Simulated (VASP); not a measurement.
Calculation: rev-vdW-DF2, VASP's PBE PAW potentials (set 64) (plane waves; VASP).

Input for VASP

File POSCAR:
```
BP
4.540
  0.0000000000   0.5000000000   0.5000000000
  0.5000000000   0.0000000000   0.5000000000
  0.5000000000   0.5000000000   0.0000000000
B P
1 1
Cart
  0.0000000000   0.0000000000   0.0000000000
  0.2500000000   0.2500000000   0.2500000000
```

### INCAR
```
LCHARG = .FALSE.
EDIFF = 1E-7
AGGAC = 0.0
ZAB_VDW = -1.8867
GGA = MK
LUSE_VDW = .TRUE.
NELM = 100   # most electronic steps
ALGO = Normal
LASPH = .TRUE.
PARAM2 = 0.7114
LWAVE = .FALSE.
ISMEAR = 0   # Gaussian
SIGMA = 0.05
LORBIT = 11   # lm-projected
PREC = Accurate
LREAL = .FALSE.
ICHARG = 11   # fixed density
ENCUT = 520   # plane-wave cut-off (eV)
PARAM1 = 0.1234568
SYSTEM = BP
```

**KPOINTS**
```
k-points along high-symmetry lines
15
Line-mode
Reciprocal
  0.000000   0.000000   0.000000 ! GAMMA
 -0.500000  -0.500000   0.000000 ! X

 -0.500000  -0.500000   0.000000 ! X
 -0.375000  -0.375000   0.250000 ! U

 -0.375000   0.000000   0.375000 ! K
  0.000000   0.000000   0.000000 ! GAMMA

  0.000000   0.000000   0.000000 ! GAMMA
 -0.000000  -0.000000   0.500000 ! L

 -0.000000  -0.000000   0.500000 ! L
 -0.500000  -0.250000   0.250000 ! W

 -0.500000  -0.250000   0.250000 ! W
 -0.500000  -0.500000   0.000000 ! X
```

POTCAR, in this order: B P (PBE.64 set). Program: vasp_std. Read from the step before: CHGCAR.

The run wrote:

OSZICAR:
```
       N       E                     dE             d eps       ncg     rms          rms(c)
DAV:   1     0.141845235888E+02    0.14185E+02   -0.41428E+03  1448   0.896E+02
DAV:   2    -0.905113412867E+01   -0.23236E+02   -0.22052E+02  2360   0.108E+02
DAV:   3    -0.930807870147E+01   -0.25694E+00   -0.25694E+00  1760   0.149E+01
DAV:   4    -0.930871187913E+01   -0.63318E-03   -0.63318E-03  2392   0.707E-01
DAV:   5    -0.930871244711E+01   -0.56799E-06   -0.56799E-06  1840   0.125E-02
DAV:   6    -0.930871244801E+01   -0.89813E-09   -0.89791E-09  2368   0.507E-04
   1 F= -.93087124E+01 E0= -.93087124E+01  d E =-.794850E-17
```

**OUTCAR**
```
 val. band max:        7.3598815979   @ k =   0.0000   0.0000   0.0000

 cond. band min:       8.6416586769   @ k =  -0.4286  -0.4286   0.0000



 k-point     1 :       0.0000    0.0000    0.0000
  band No.  band energies     occupation
      1      -8.0422      2.00000
      2       7.3599      2.00000
      3       7.3599      2.00000
      4       7.3599      2.00000
      5      10.8089      0.00000
      6      10.8089      0.00000
      7      10.8089      0.00000
      8      14.7586      0.00000

 k-point     2 :      -0.0357   -0.0357    0.0000
  band No.  band energies     occupation
      1      -8.0116      2.00000
      2       7.2238      2.00000
      3       7.2238      2.00000
      4       7.2519      2.00000
      5      10.7443      0.00000
      6      10.9790      0.00000
      7      10.9790      0.00000
      8      14.8444      0.00000

 k-point     3 :      -0.0714   -0.0714    0.0000
  band No.  band energies     occupation
      1      -7.9197      2.00000
      2       6.8797      2.00000
      3       6.8797      2.00000
      4       6.9438      2.00000
      5      10.5688      0.00000
      6      11.4249      0.00000
      7      11.4249      0.00000
      8      15.0353      0.00000

 k-point     4 :      -0.1071   -0.1071    0.0000
  band No.  band energies     occupation
      1      -7.7670      2.00000
      2       6.4345      2.00000
      3       6.4345      2.00000
      4       6.4735      2.00000
      5      10.3209      0.00000
      6      12.0379      0.00000
      7      12.0379      0.00000
      8      15.1095      0.00000

 k-point     5 :      -0.1429   -0.1429    0.0000
  band No.  band energies     occupation
      1      -7.5540      2.00000
      2       5.8828      2.00000
      3       5.9593      2.00000
      4       5.9593      2.00000
      5      10.0376      0.00000
      6      12.7449      0.00000
      7      12.7449      0.00000
      8      14.7571      0.00000
...
```

The density is held fixed in this step, so its total energy and stress have no physical meaning.

The compound is BP in the zinc blende structure. The cell was not relaxed at this level.
